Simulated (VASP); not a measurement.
Si28BC27 (a cell with a defect), 56 atoms in the cell. The cell holds a defect, 56 atoms: a = 8.184 Å, b = 8.184 Å, c = 10.127 Å, α = 90.00°, β = 90.00°, γ = 120.00°. 

```yaml
Program: VASP 6.6.1
Task: single point
Functional: HSE06
Potentials_or_basis: VASP PAW PBE potentials, release 64 (Si, B, C)
Cutoff: 400 eV
k_mesh: 1 × 1 × 1
Occupations: gaussian, width 0.01 eV
Spin: collinear spin, ferromagnetic start
Grid_for_exact_exchange_PRECFOCK: Fast
Screening_parameter: 0.2 1/A
Further_INCAR_settings: PREC = Normal; LREAL = Auto; ALGO = Normal; EDIFF = 1e-07; NBANDS = 150; AMIX = 0.2; BMIX = 0.0001
```

Potentials or basis: VASP PAW PBE potentials, release 64 (Si, B, C).

Command:

```console
$ cat potpaw_PBE.64/Si/POTCAR potpaw_PBE.64/B/POTCAR potpaw_PBE.64/C/POTCAR > POTCAR
$ cp INCAR.step1 INCAR
$ mpirun -np 8 vasp_gam > vasp.out
$ cp INCAR.step2 INCAR
$ mpirun -np 8 vasp_gam > vasp.out
```

Hardware: 8 MPI ranks on Intel(R) Xeon(R) 6975P-C (Granite Rapids), with other jobs on the host.

How long does it take, and how much memory?

It took 2.8 min on 8 MPI ranks on Intel(R) Xeon(R) 6975P-C (Granite Rapids) (shared host), peak memory 0.38 GiB a rank. Counts: scf iterations 23, k points 1.
